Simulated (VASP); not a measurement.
Level of theory: PBE GGA, VASP's PBE PAW potentials (set 64) (plane waves; VASP).

A VASP calculation is set up with these files.

**INCAR**
```
# general
SYSTEM   =  Sb
PREC     =  Accurate
ENCUT    =  300
LREAL    =  F   # projection in real space or not
LASPH    =  T   # aspherical one-centre terms
NBANDS   =  5

# electronic loop
EDIFF    =  1E-6
NELM     =  100   # most electronic steps
ALGO     =  Normal   # blocked Davidson
LMAXMIX  =  4

# smearing
ISMEAR   =  1   # Methfessel-Paxton
SIGMA    =  0.272   # width (eV)

# functional
GGA      =  PE   # PBE

# ions
ISIF     =  2   # forces and stress, cell fixed

# output
LWAVE    =  F
LCHARG   =  F
```

**POSCAR**
```
Sb
1
    2.1770650000     1.2569290000     3.8298800000
   -2.1770650000     1.2569290000     3.8298800000
    0.0000000000    -2.5138580000     3.8298800000
Sb
2
Direct
  0.2682600000   0.2682600000   0.2682600000
  0.7317400000   0.7317400000   0.7317400000
```

File KPOINTS:
```
Automatic mesh
0
G
6 6 6
0.5 0.5 0.5
```

POTCAR, in this order: Sb (PBE.64 set). Program: vasp_std.

Question: What will the output report for the number of irreducible k-points (NKPTS), largest plane-wave count, number of space-group operations, FFT grid (NGX, NGY, NGZ)?

Answer: 
```
Property                                       Value
--------------------------------------  ------------
number of irreducible k-points (NKPTS)            28
largest plane-wave count                         752
number of space-group operations                  12
FFT grid (NGX, NGY, NGZ)                28 × 28 × 28
```

The structure comes from a computed database's Sb entry; how it stands against other phases isn't given here. The cell was not relaxed at this level. The run is one of a series of settings (NBANDS = 5 against the base run), some of them coarse on purpose. VASP warned that the highest band is occupied, so more bands are needed.
